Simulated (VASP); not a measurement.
Crystal: Fe.

```xyz
1
Lattice="-1.4430 1.4430 1.4430 1.4430 -1.4430 1.4430 1.4430 1.4430 -1.4430" Properties=species:S:1:pos:R:3 pbc="T T T"
Fe    0.0000    0.0000    0.0000
```

* Program: VASP 6.6.1
* Task: relaxation of cell and atoms
* Functional: PBE
* Potentials or basis: VASP PAW PBE potentials, release 64 (Fe)
* Cutoff: 600 eV
* k mesh: 18 × 18 × 18
* Occupations: methfessel-paxton, width 0.1 eV
* Spin: collinear spin, ferromagnetic start
* Starting moments: [4.0] μB

At the start: pressure -10.1 GPa; volume 12.02 Å³/atom.

Q: Where does the relaxation end?

A: Over 3 steps the energy falls by 23.8 meV/atom and the volume is 11.33 Å³/atom (-5.7 %); space group Im-3m (No. 229, to 0.05 Å); moment 2.17 μB per cell.

The path:
| step | energy change (eV) | largest force (eV/Å) | pressure (GPa) | volume (Å³) |
| --- | --- | --- | --- | --- |
| 1 | 0.0000 | 0.0000 | -10.10 | 12.02 |
| 2 | -0.0030 | 0.0000 | 11.86 | 10.75 |
| 3 | -0.0238 | 0.0000 | -0.12 | 11.33 |

Final structure:
```yaml
crystal:
  lattice:
    - [-1.41492, 1.41492, 1.41492]
    - [1.41492, -1.41492, 1.41492]
    - [1.41492, 1.41492, -1.41492]
  atoms:
    - { symbol: Fe, position: [0.00000, 0.00000, 0.00000] }
```
